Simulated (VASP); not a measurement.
Given:

```
Cu
1.0
    0.00000     1.78482     1.78482
    1.78482     0.00000     1.78482
    1.78482     1.78482     0.00000
Cu
1
Direct
  0.00000   0.00000   0.00000
```

These are PBEsol GGA, VASP's PBE PAW potentials (set 64) (plane waves; VASP) values and carry that method's errors. Settings: 520 eV cut-off, 20×20×20 Γ-centred mesh, tetrahedra with Blöchl corrections, potentials Cu.

Task: The job: Cu (fcc), 1 atom, PBEsol, static run, 520 eV, 20×20×20 Γ-centred mesh. Roughly how much core time does it take on a busy server core?

Result: About 20 core-seconds (one run on a shared machine, a rough figure). It had 256 irreducible k-points, 9 bands, up to 331 plane waves and 12 electronic steps.

The compound is Cu in the fcc structure. It was relaxed first.
